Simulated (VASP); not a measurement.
**Bulk modulus of wurtzite semiconductors: measurement against PBEsol**

Computed values from VASP (plane waves, PAW); cells keep the symmetry of their structure type. Static lattice, from a third-order Birch-Murnaghan fit over five volumes at each level.

Here x stands for PBEsol B0 and y for measured B0.

```
solid  PBEsol B0 (GPa)  measured B0 (GPa)  cut-off (eV)                                    basis of the measured value
-----  ---------------  -----------------  ------------  -------------------------------------------------------------
CdSe              51.8                  ?           520                                          unstated, as measured
CdS               61.0               60.7           520  mostly room temperature (not given in the table), as measured
ZnS               78.0               80.0           520                                  room temperature, as measured
ZnO              144.6              143.0           520  mostly room temperature (not given in the table), as measured
AlN              201.4              208.0           520             room temperature presumed (not given), as measured
BN               386.1              375.0           520                                  room temperature, as measured
```

The 5 complete rows are fitted with a straight line, y against x. With u = x - 174, the rows have u = -113.00, -96.00, -29.40, 27.40, 212.10. Means: u 0.22000, y 173.34. About the means, the sum of products is 66303 and the sum of squares of u is 68586; the slope is their ratio. Least squares gives y = 173.13 + 0.96671·u. Residuals (row less fit): -3.19, -0.33, -1.71, 8.38, -3.17; standard error 5.58 (degrees of freedom: 3). The slope is 0.967 with a standard error of 0.021. Before the fit, PBEsol less measured has mean 0.88, mean absolute 4.32 and median absolute 2.00 GPa over these 5 rows.

Question: What does the fit predict for y at x = 51.8, and how far is the measured value from it?

Answer: u = -122.20, so y = 173.13 + 0.96671 × (-122.20) = 55.00 GPa. The measured value is 53.4 GPa, 1.60 GPa below the prediction (0.5 % of the range of y in the table). The row lies outside the fitted rows, so this is an extrapolation. From the scatter of the fitted rows alone, a prediction at this place has a standard error of 6.65 GPa, so the miss is 0.2 times that.

Plain PBEsol misses this row by -1.6 GPa. These measured values aren't marked as zero-point corrected, so thermal and zero-point effects can be part of a miss beside the level's own error; see the basis column. ZnS is here the high-temperature form. BN is here a metastable high-pressure form. The rows are a random draw of 6 from the 6 solids that have both values on this basis (room or unstated temperature), of 9 computed in this series. Not drawn: V to Ni and open 4f shells, rows kept for tests, unfit runs, cells that left their space group, values derived or compiled from fits, values whose temperature is given only as extrapolated, encyclopaedia, home-page and unnamed sources, sources from 2025 on, soft halide and hydride lattices. Measured values as quoted by these papers, many of them computational: CdSe Michael Grünwald et al., The Journal of Chemical Physics (2012), arXiv:1201.2992; CdS Cormac Toher et al., Physical Review Materials (2017), arXiv:1611.05714; ZnS Isothermal phase behavior of Ag3SbS3, ZnGeP2, and ZnS (abstract); ZnO Cormac Toher et al., Physical Review Materials (2017), arXiv:1611.05714; AlN J. Phys. Chem. B 108, 11506, doi 10.1021/jp048396e, abstract (bulk AlN value quoted); BN Equation of state of wurtzitic boron nitride to 66 GPa, Appl. Phys. Lett., doi 10.1063/1.121186.
